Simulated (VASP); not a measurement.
Set up this calculation in VASP 6.6.1, as the native input.

- Task: relaxation of cell and atoms
- Functional: PBE
- Dispersion: D3
- Potentials or basis: VASP PAW PBE potentials, release 64 (Na_pv, Zr_sv, S)
- Cutoff: 600 eV
- k mesh: 6 × 6 × 6
- Occupations: fermi-dirac, width 0.05 eV
- Spin: no spin polarisation
- Further INCAR settings: ALGO = Fast; EDIFF = 1e-07; IBRION = 2; EDIFFG = -0.01; NSW = 60; ISIF = 3

The structure of Na2ZrS2 lies in POSCAR:

```
Na2ZrS2
1.0
   -2.4761800000      2.4761800000      4.0403500000
    2.4761800000     -2.4761800000      4.0403500000
    2.4761800000      2.4761800000     -4.0403500000
Na Zr S
2 1 2
Direct
    0.3567700000      0.3567700000      0.0000000000
    0.6432300000      0.6432300000      0.0000000000
    0.0000000000      0.0000000000      0.0000000000
    0.7500000000      0.2500000000      0.5000000000
    0.2500000000      0.7500000000      0.5000000000
```

The cell was built by a generator and needn't be a form met in nature.

The input as run:

INCAR

```
SYSTEM = Na2ZrS2
ALGO     = Fast           ! electronic algorithm
EDIFF    = 1E-7           ! SCF threshold, eV
EDIFFG   = -0.01          ! ionic threshold
ENCUT    = 600            ! plane-wave cutoff, eV
GGA      = PE             ! functional
IBRION   = 2              ! ionic algorithm
ISIF     = 3              ! what is computed and relaxed
ISMEAR   = -1             ! smearing method
IVDW     = 11             ! dispersion correction
LASPH    = .TRUE.         ! aspherical terms in the spheres
LCHARG   = .FALSE.        ! write CHGCAR
LREAL    = .FALSE.        ! projectors in reciprocal space
LWAVE    = .FALSE.        ! write WAVECAR
NELM     = 100            ! most SCF steps
NSW      = 60             ! ionic steps
PREC     = Accurate       ! precision mode
SIGMA    = 0.05           ! smearing width, eV
```

KPOINTS

```
k-points
0
G
  6 6 6
  0 0 0
```

Potentials or basis: VASP PAW PBE potentials, release 64 (Na_pv, Zr_sv, S).

The run is started by

```bash
$ cat potpaw_PBE.64/Na_pv/POTCAR potpaw_PBE.64/Zr_sv/POTCAR potpaw_PBE.64/S/POTCAR > POTCAR
$ mpirun -np 1 vasp_std > vasp.out
```

Results of the run:

```yaml
Relaxed_volume: 18.52 Å³/atom
Relaxed_cell: a = 5.242 Å, b = 5.242 Å, c = 5.242 Å, α = 125.23°, β = 125.23°, γ = 81.16°
Space_group_after_relaxing_to_0.05_Å: I4/mmm (No. 139)
Energy_gained_by_relaxing: 15.5 meV/atom
Ionic_steps: 7
Pressure_after_relaxing: 0.0 GPa
Largest_force_after_relaxing: 0.003 eV/Å
Band_gap_on_the_k_mesh: none (metal or under the smearing width)
Dispersion_energy_per_atom: -0.299 eV
```

Caveat: pairwise dispersion overbinds metals, which lowers pressure and volume.

Run time: 25 min on 1 thread of Intel(R) Xeon(R) Platinum 8259CL CPU @ 2.50GHz (Skylake/Cascade Lake), with other jobs on the host, peak memory 0.39 GiB.
